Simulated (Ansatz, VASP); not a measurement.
# SiOs2 in VASP and in Ansatz

File INCAR:

```
SYSTEM = SiOs2
ALGO     = Fast           ! electronic algorithm
EDIFF    = 1E-7           ! SCF threshold, eV
EDIFFG   = -0.04          ! ionic threshold
ENCUT    = 600            ! plane-wave cutoff, eV
GGA      = PE             ! functional
IBRION   = 2              ! ionic algorithm
ISIF     = 3              ! what is computed and relaxed
ISMEAR   = 0              ! smearing method
LASPH    = .True.         ! aspherical terms in the spheres
LCHARG   = .False.        ! write CHGCAR
LREAL    = .False.        ! projectors in reciprocal space
LWAVE    = .False.        ! write WAVECAR
NELM     = 60             ! most SCF steps
NSW      = 90             ! ionic steps
PREC     = Accurate       ! precision mode
SIGMA    = 0.1            ! smearing width, eV
```

Contents of KPOINTS:

```
k-points
0
Gamma
  8 8 8
  0 0 0
```

POSCAR

```
SiOs2
1.0
   -1.5980178518      1.5980178518      3.9201375426
    1.5980178518     -1.5980178518      3.9201375426
    1.5980178518      1.5980178518     -3.9201375426
Si Os
1 2
Direct
    0.0000000000      0.0000000000      0.0000000000
    0.6650000000      0.6650000000      0.0000000000
    0.3350000000      0.3350000000      0.0000000000
```

Input for Ansatz:

```yaml
crystal:
  lattice:
    - [-1.5980178518, 1.5980178518, 3.9201375426]
    - [1.5980178518, -1.5980178518, 3.9201375426]
    - [1.5980178518, 1.5980178518, -3.9201375426]
  atoms:
    - { symbol: Si, position: [0.0, 0.0, 0.0] }
    - { symbol: Os, position: [0.665, 0.665, 0.0] }
    - { symbol: Os, position: [0.335, 0.335, 0.0] }
basis:
  ecutwfc: 420
kpoints:
  mp_grid: { grid: [8, 8, 8] }
hamiltonian:
  xc: pbe
scf:
  occupations: { method: gaussian, width: 0.1 }
  lower_state_search: "off"
output:
  forces: true
  stress: true
  eigenvalues: true
relax:
  adjacent_minimum: "off"
  f_tol: 0.04
  max_steps: 70
  cell: { stress_tol: 0.4 }
```

Alike in both runs: task relaxation of cell and atoms; functional PBE; k mesh 8 × 8 × 8; occupations gaussian, width 0.1 eV; no spin polarisation.

|  | VASP | Ansatz |
| --- | --- | --- |
| version | VASP 6.6.1 | Ansatz 0.2.0 |
| potentials or method | VASP PAW PBE potentials, release 64 (Si, Os) | scalar-relativistic, plane waves, PAW |
| plane-wave cutoff (eV) | 600 | 420 |
| valence electrons in the cell | 20 | 36 |

|  | VASP | Ansatz | Ansatz less VASP |
| --- | --- | --- | --- |
| gap on the k mesh at the Fermi level, each at its own relaxed structure (eV) | none | none | - |
| relaxed volume (Å³/atom) | 13.46 | 13.44 | -0.020 |
| relaxed cell length with the largest relative difference (Å) | 5.219 | 5.226 | +0.0064 |
| energy change over the relaxation (meV/atom) | -592 | -592 | +0.2 |

A gap of «none» marks a metal or a gap that the smearing closes. The two sets of potentials don't hold the same shells in valence.

The runs have no spin-orbit coupling, so splittings on Os are missing.
